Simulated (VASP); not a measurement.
Here is the system:

```xyz
10
Lattice="6.5692 0.0000 0.0000 0.0000 6.5692 0.0000 0.0000 0.0000 3.2567" Properties=species:S:1:pos:R:3 pbc="T T T"
Si     0.8756     4.1602     0.0000
Si     5.6936     2.4090     0.0000
Si     2.4090     0.8756     0.0000
Si     4.1602     5.6936     0.0000
Mo     3.2846     3.2846     0.0000
Mo     0.0000     0.0000     0.0000
Mo     4.3537     1.0691     1.6284
Mo     2.2155     5.5001     1.6284
Mo     5.5001     4.3537     1.6284
Mo     1.0691     2.2155     1.6284
```

Computed with PBEsol GGA, VASP's PBE PAW potentials (set 64) (plane waves; VASP 6.6.1). Settings: 400 eV cut-off, Gaussian smearing of 0.050 eV, potentials Si Mo_sv.

Question: Give the energies of bands 45 to 58 at the high-symmetry points, in eV from the Fermi level.

Answer: 
```csv
band,Γ,X,M,Z,R,A
45,-1.50,-1.40,-1.97,-2.23,-1.49,-2.46
46,-1.04,-1.40,-1.97,-1.81,-1.49,-2.46
47,-0.86,-0.79,-1.20,-1.81,-0.48,-0.30
48,-0.86,-0.79,-1.20,-1.54,-0.48,-0.30
49,-0.41,-0.77,-0.26,-1.40,0.00,0.76
50,0.01,-0.77,-0.26,-0.80,0.00,0.76
51,0.15,-0.53,0.06,1.54,0.56,1.00
52,0.15,-0.53,0.06,1.62,0.56,1.00
53,0.60,0.44,0.06,1.62,1.53,1.43
54,0.60,0.44,0.06,1.62,1.53,1.43
55,0.86,1.20,0.43,1.76,1.80,1.72
56,0.99,1.20,0.43,1.79,1.80,1.72
57,1.12,1.27,0.89,1.79,1.95,1.80
58,1.15,1.27,0.89,1.89,1.95,1.80
```

It has no gap at this level: it comes out as a metal or semimetal.

The structure comes from a computed database's Si2Mo3 entry (P4/mbm); how it stands against other phases isn't given here. It was relaxed first.
